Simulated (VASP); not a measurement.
```
SnS
1.0
    0.00000     3.20898     3.20898
    3.20898     0.00000     3.20898
    3.20898     3.20898     0.00000
Sn S
1 1
Direct
  0.00000   0.00000   0.00000
  0.75000   0.75000   0.75000
```

The numbers are results of PBEsol GGA with spin-orbit coupling, VASP's PBE PAW potentials (set 64) (plane waves; VASP), not measurements. Run with 400 eV cut-off, 7×7×7 Γ-centred mesh, Gaussian smearing of 0.050 eV, potentials Sn_d S.

Problem. Give the energies of bands 13 to 26 at the high-symmetry points, in eV from the Fermi level.

Solution. 
```
band      Γ      X      U      L      W
----  -----  -----  -----  -----  -----
13    -4.85  -7.51  -7.45  -7.24  -7.46
14    -4.85  -7.51  -7.44  -7.24  -7.45
15    -2.59  -3.78  -4.28  -3.08  -4.12
16    -2.59  -3.78  -4.21  -3.08  -4.06
17    -2.47  -3.72  -3.54  -2.97  -4.01
18    -2.47  -3.72  -3.53  -2.97  -3.94
19    -2.47  -0.55  -0.42  -2.08   0.10
20    -2.47  -0.55  -0.40  -2.08   0.14
21     1.44   0.01   1.25   2.34   1.85
22     1.44   0.01   1.29   2.34   2.00
23     1.97   4.54   3.54   2.65   2.09
24     1.97   4.54   3.76   2.65   2.22
25     1.97   4.84   3.99   3.31   4.36
26     1.97   4.84   4.03   3.31   4.39
```

It has no gap at this level: it comes out as a metal or semimetal.

The structure comes from a computed database's SnS entry (F-43m); how it stands against other phases isn't given here. It was relaxed first, which changed the volume by -5 %.
